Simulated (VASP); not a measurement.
Input:

```
AgI
1.0
    2.31119    -4.00311     0.00000
    2.31119     4.00311     0.00000
    0.00000     0.00000     7.55652
Ag I
2 2
Cartesian
  2.31119  -1.33437   3.77890
  2.31119   1.33437   0.00064
  2.31119  -1.33437   6.61132
  2.31119   1.33437   2.83306
```

Level of theory: rev-vdW-DF2, VASP's PBE PAW potentials (set 64) (plane waves; VASP). Run with 520 eV cut-off, Gaussian smearing of 0.050 eV, potentials Ag I.

Unless said otherwise, spin-orbit coupling is left out, though it shifts the bands of the heavy elements here.

### Question
Estimate the band gap (along the path) with the smallest direct gap where there is one.

### Answer

The band gap (along the path) is 1.21 eV. The smallest direct gap (along the path) is 1.21 eV.

Only differences to runs with the same potentials and settings are physical.

The compound is AgI in the wurtzite structure. It was relaxed first.
